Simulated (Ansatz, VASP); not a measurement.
# Ta (Ta(111)) in two plane-wave programs

Wanted: the spread between two codes on one cell, functional and k mesh. Of the first pair: The structure shown is the start of the Ansatz relaxation below; VASP solves that cell, so the two are compared at the walk's first step.

Main program and level: Ansatz 0.2.0; plane waves, with VASP 6.6.1 beside it; single point at PBE.

### 1. The starting structure

The cell holds 12 atoms: 12 Ta. Cell: a = 4.681 Å, b = 4.681 Å, c = 28.511 Å, α = 90.0°, β = 90.0°, γ = 60.0°. Vacuum lies along c.

### 2. Ansatz: relaxation, PBE

Ansatz runs on its default PAW (the set named soft_2) files.

The two programs are compared at the cell with which this relaxation starts, whose forces are those of its first step.

Contents of input.yaml:

```yaml
crystal:
  lattice:
    - [4.6810468915, 0.0, 0.0]
    - [2.3405234457, 4.0539055243, 0.0]
    - [0.0, 0.0, 28.5106616506]
  atoms:
    - { symbol: Ta, position: [0.3333333333, 0.3333333333, 0.3156713832] }
    - { symbol: Ta, position: [0.6666666667, 0.6666666667, 0.3491856772] }
    - { symbol: Ta, position: [0.0, 0.0, 0.3826999711] }
    - { symbol: Ta, position: [0.3333333333, 0.3333333333, 0.4162142651] }
    - { symbol: Ta, position: [0.6666666667, 0.6666666667, 0.4497285591] }
    - { symbol: Ta, position: [0.0, 0.0, 0.483242853] }
    - { symbol: Ta, position: [0.3333333333, 0.3333333333, 0.516757147] }
    - { symbol: Ta, position: [0.6666666667, 0.6666666667, 0.5502714409] }
    - { symbol: Ta, position: [0.0, 0.0, 0.5837857349] }
    - { symbol: Ta, position: [0.3333333333, 0.3333333333, 0.6173000289] }
    - { symbol: Ta, position: [0.6666666667, 0.6666666667, 0.6508143228] }
    - { symbol: Ta, position: [0.0, 0.0, 0.6843286168] }
kpoints:
  mp_grid: { grid: [8, 8, 1] }
hamiltonian:
  xc: pbe
scf:
  occupations: { method: fermi_dirac, width: 0.1 }
efield:
  axis: 3
  dipole_correction: true
  ramp_width: 0.05
relax:
  f_tol: 0.02
  max_steps: 60
  constraints: [{ sites: [0, 1, 2, 3, 4] }]
output:
  write_potential: true
  write_density: true
  volumetric_format: npy
```

Command:

```sh
$ ansatz run input.yaml --threads 4 --pin off --max-ram 8192MiB --backend cpu --events-out ev --progress --plain --runs-dir out
```

Numbers of over 12 decimals in the logs are rounded to 6 here.

What it wrote:

```text
Engine: ansatz 0.2.0, aarch64-unknown-linux-gnu
Pseudopotentials: kind: paw
Pseudopotential: Ta, paw, valence charge 13, recommended cutoff 420 eV (normal), Ta.paw.azcp
Functional definition: PBE
  parameter kappa = 0.804
  parameter beta = 0.066725
  exchange = pbe_x(kappa = kappa, mu = beta*pi^2/3)
  correlation = pbe_c(beta = beta)
Crystal: 12 atoms, lattice volume = 541.033 Å³
Basis set: ecut = 420 eV, 10577 PW (Γ), exchange–correlation on 64×64×384 points (8 copies of the dense FFT grid, shifted against one another)
Bands: 94, of which v1, the nominal top of the filled ones, is band 78 counted from 1 (77 counted from 0)
Symmetry: 6 space group operations
k-points: 10 of 64 (time reversal used)
Non-local potential: Ta, projectors of the file, l = 0: 3, l = 1: 2, l = 2: 2, l = 3: 1
PAW form: soft (Blöchl's): semilocal exchange-correlation on the pseudo side does not see the compensation charge
PAW one-centre angular grid: Ta, 590 points (default); XC on 64 Gauss nodes
Initial density: superposition of atomic densities (neutral atoms: chi_scale 0, normalization atom), corrected by the library's trained network
Initial wavefunctions: pseudopotential atomic-orbital guess
Functional: x = pbe(κ = 0.804, μ = 0.219515), c = pbe(β = 0.066725)
SCF iter   1: F=—  HF=-119180.046546 eV  |F-HF|=—  |Δ(HF+E_count)|=         —  Δρ=4.73e-3  dr2=2.49e0  ethr=1.77e-3  p=0.000 e·Å  D=1.19e-13 V/Å  ΔV_dip=-0.00 eV  dr2_dipole=1.16e-6  V_vac-E_F(+/−)=3.95/3.95 eV  ⟨swp⟩=10.1  Hψ=4626  notcnv=0
efield: sawtooth ramp at fractional position 0.9750 (placed from the atoms, in the widest stretch of the axis that holds none; the zero of the levels goes with the place), width 0.0500; the density the first Hamiltonian is built on has a dipole p = 0.000 e·Å; the dipole correction subtracts the counter field D = 1.19e-13 V/Å, which shifts the + side's vacuum level by -0.00 eV against the − side's; the planar-averaged density in the ramp window peaks in size at 1.2e-5 e/Å³
preconditioner: auto → LDOS  [metal: Δε(μ)=0.026 eV  Ē_g=3.523 eV  σ=0.100 eV  W_gap=0.06  n_scr=110 (ndim 8)  ℏωp=12.4 eV  f_vac=0.515  D(μ)=17.07/eV (n_scr^D=122)  β→1.0]
SCF iter   2: F=—  HF=-119179.982518 eV  |F-HF|=—  |Δ(HF+E_count)|=   6.40e-2  Δρ=1.50e-3  dr2=2.02e-2  ethr=1.60e-3  p=0.000 e·Å  D=1.77e-7 V/Å  ΔV_dip=-0.00 eV  dr2_dipole=1.76e-5  V_vac-E_F(+/−)=3.57/3.57 eV  ⟨swp⟩=2.0  Hψ=1122  notcnv=0
SCF iter   3: F=—  HF=-119179.984887 eV  |F-HF|=—  |Δ(HF+E_count)|=   2.37e-3  Δρ=4.91e-4  dr2=8.35e-3  ethr=1.30e-5  p=-0.000 e·Å  D=-1.31e-5 V/Å  ΔV_dip=0.00 eV  dr2_dipole=1.53e-5  V_vac-E_F(+/−)=3.57/3.57 eV  ⟨swp⟩=2.4  Hψ=1583  notcnv=0
SCF iter   4: F=—  HF=-119179.985301 eV  |F-HF|=—  |Δ(HF+E_count)|=   4.13e-4  Δρ=1.40e-4  dr2=2.10e-4  ethr=5.36e-6  p=-0.000 e·Å  D=-9.15e-6 V/Å  ΔV_dip=0.00 eV  dr2_dipole=8.33e-8  V_vac-E_F(+/−)=3.54/3.54 eV  ⟨swp⟩=2.0  Hψ=1198  notcnv=0
SCF iter   5: F=—  HF=-119179.985320 eV  |F-HF|=—  |Δ(HF+E_count)|=   1.91e-5  Δρ=4.51e-5  dr2=2.74e-5  ethr=1.35e-7  p=-0.000 e·Å  D=-2.17e-6 V/Å  ΔV_dip=0.00 eV  dr2_dipole=1.57e-12  V_vac-E_F(+/−)=3.53/3.53 eV  ⟨swp⟩=3.8  Hψ=2061  notcnv=0
SCF iter   6: F=-119179.985324 eV  HF=-119179.985328 eV  |F-HF|=3.66e-6  |Δ(HF+E_count)|=   7.94e-6  Δρ=2.61e-5  dr2=7.92e-6  ethr=6.41e-9  p=-0.000 e·Å  D=-3.04e-6 V/Å  ΔV_dip=0.00 eV  dr2_dipole=2.87e-8  V_vac-E_F(+/−)=3.52/3.52 eV  ⟨swp⟩=14.4  Hψ=9811  notcnv=0
SCF 1 converged in 6 iterations: F = -119179.985324 eV  dr2 = 7.92e-6
  Residual-converged pass: ⟨swp⟩=1.1  Hψ=981  notcnv=0  max |occ|·‖R‖ = 7.1e-9 eV (tolerance 1.0e-8 eV)  dr2=7.92e-6  dr2_onsite=8.86e-8  max |Δocc| = 7.2e-11
  greatest PAW one-centre occupation: 1.000 electrons in one spin orbital (limit 2), on the Ta atom at site 1 (counted from 0), in its partial waves of l = 0
relax step   1: F+E_penalty+E_count = -119179.98532410 eV  Δ(F+E_penalty+E_count) = +0.000e0 eV  max|allowed force component| = 1.939e0 eV/Å  Δτ_max = 0.0000 Å  (6 SCF iters, dr2 threshold 1.00e-5 eV, accepted)
Initial density: handed on by an earlier stage of this run
Initial wavefunctions: those handed on with the density
iter 1 solved again at ethr=2.54e-3 eV; its pass at ethr=3.10e-3 eV (dr2=3.96e0 eV) is discarded
SCF iter   1: F=—  HF=-119180.471970 eV  |F-HF|=—  |Δ(HF+E_count)|=         —  Δρ=8.23e-3  dr2=4.97e0  ethr=2.54e-3  p=-0.000 e·Å  D=-2.97e-6 V/Å  ΔV_dip=0.00 eV  dr2_dipole=1.55e0  V_vac-E_F(+/−)=3.54/3.54 eV  ⟨swp⟩=1.1  Hψ=3351  notcnv=0
efield: sawtooth ramp at fractional position 0.9750 (handed on by an earlier solve), width 0.0500; the density the first Hamiltonian is built on has a dipole p = -0.000 e·Å; the dipole correction subtracts the counter field D = -2.97e-6 V/Å, which shifts the + side's vacuum level by +0.00 eV against the − side's; the planar-averaged density in the ramp window peaks in size at 1.1e-6 e/Å³
[...]
WARN: The output density's exchange-correlation potential varies sharply where the density is thin. Do not read a vacuum level from v_tot or v_xc, or from such a field of the output density. On a cell that repeats whose density bears no net charge and no dipole along the vacuum's axis use v_es (v_loc + v_h of the components); under efield.dipole_correction with no amplitude use v_es + v_field, which holds any externa [...]
SCF converged after 3 iterations
Free energy (F): -119180.369308 eV
Harris-Foulkes:  -119180.369308 eV  (|F-HF|=1.77e-8)
Internal energy: -119179.836227 eV  (E = F + TS)
E sigma→0 (E₀):  -119180.102768 eV
Entropy (-TS):   -0.533081 eV (-44.423 meV/atom)
Fermi energy:    5.360026 eV
Dipole field:    D = -0.011155 V/Å  (p = -0.033353 e·Å, saw-weighted, corrected)
Work function:   Φ+ = 3.8468 eV   Φ− = 3.5288 eV
Levels:          The Fermi level and band energies are counted from a zero that moves with the ramp; work functions are not
--- Per-component energies (eV) ---
  E_band       = -3330.976976
  E_kinetic    = 4376.738942
  E_local      = -205506.363241  (includes V_loc(G=0)·N_el)
  E_nonlocal   = 180.200275
  E_hartree    = 100703.570932
  E_xc         = -2611.556566
  E_vxc        = -2435.274333  (∫ρ·V_xc dr)
  E_paw        = -100758.279240  (= ΣΔE_a)
  E_vpaw       = -1353.308351  (= ΣTr[D̂ρ^β])
  E_aug_tail   = 0.001712  (compensation charges beyond the density's cutoff)
  E_efield     = 0.000186  (sawtooth field / dipole correction)
  E_vefield    = -0.029807  (∫n·V_field dr)
  E_ewald      = 84435.850773
  E_smearing   = -0.533081  (= −TS)
  E_closure    = -0.000000  (closes the sum)
  Σ components = -119180.369308   (vs F -119180.369308, Δ=0.00e0)
--- Forces (eV/Å), atoms counted from 1 ---
  atom   1  Ta     0.00000000    -0.00000000     1.99551158
  atom   2  Ta     0.00000000    -0.00000000     0.14842912
  atom   3  Ta    -0.00000000     0.00000000    -1.41238636
  atom   4  Ta    -0.00000000     0.00000000    -0.57733393
  atom   5  Ta    -0.00000000     0.00000000    -0.16582421
  atom   6  Ta    -0.00000000    -0.00000000    -0.01287138
  atom   7  Ta    -0.00000000     0.00000000     0.01066861
  atom   8  Ta     0.00000000     0.00000000    -0.01249104
  atom   9  Ta     0.00000000    -0.00000000     0.01539845
  atom  10  Ta     0.00000000     0.00000000     0.01404314
  atom  11  Ta     0.00000000     0.00000000    -0.00571271
  atom  12  Ta     0.00000000    -0.00000000     0.00255937
  max |Σ_I F_I| component: 9.37e-6 eV/Å
--- Band table (eV; the first three rows and the last of 10) ---
  k-point 0: bands = [... 74 lower, 4.7284, 4.9780, 4.9780, 5.0119, 5.3282, 5.4727, 5.4727, 5.6548, ... 12 higher]
  k-point 1: bands = [... 74 lower, 4.8255, 5.0698, 5.1101, 5.2373, 5.4499, 5.4848, 5.5893, 5.7932, ... 12 higher]
  k-point 2: bands = [... 74 lower, 5.1451, 5.2711, 5.3501, 5.4471, 5.6019, 5.6195, 5.7448, 5.8957, ... 12 higher]
  k-point 9: bands = [... 74 lower, 4.9509, 4.9984, 5.0483, 5.1122, 5.2343, 5.3580, 5.5127, 5.7014, ... 12 higher]
--- Relaxed structure (5 steps of the walk, 5 accepted, 0 SCFs on fresh bases) ---
  F+E_penalty+E_count = -119180.36930790 eV   max|allowed force component| = 1.540e-2 eV/Å
  atoms:
    - { symbol: Ta, position: [0.333333, 0.333333, 0.3156713832] }
    - { symbol: Ta, position: [0.666667, 0.666667, 0.349186] }
    - { symbol: Ta, position: [0.0, 0.0, 0.382700] }
    - { symbol: Ta, position: [0.333333, 0.333333, 0.4162142651] }
    - { symbol: Ta, position: [0.666667, 0.666667, 0.449729] }
    - { symbol: Ta, position: [-2.362029321062811e-19, 3.543043981602626e-19, 0.482719] }
    - { symbol: Ta, position: [0.333333, 0.333333, 0.518168] }
    - { symbol: Ta, position: [0.666667, 0.666667, 0.550575] }
    - { symbol: Ta, position: [-6.960794095726014e-19, 1.0441191143613808e-18, 0.582242] }
    - { symbol: Ta, position: [0.333333, 0.333333, 0.621612] }
    - { symbol: Ta, position: [0.666667, 0.666667, 0.649087] }
    - { symbol: Ta, position: [-4.296596353141694e-18, 6.44489452972784e-18, 0.674798] }
```

In the SCF lines HF is the Harris–Foulkes energy and dr2 the Hartree energy of the density residual, in eV; the loop may stop once dr2 is under the threshold and the program's other checks hold. Hψ counts applications of the Hamiltonian.

[end of part 1 of 2]

[Lines on the potential files, build, host, timing and source positions are cut from VASP's logs without a mark.]

[Logs are printed without paths, hosts, clocks, repeated set-up lines and the standing remarks that a program may print on its own settings, such as how far it seeks lower states.]

[Hosts, paths, dates, database ids (printed as entryN), source tags and the programs' standing remarks are cut or masked in the printed files.]
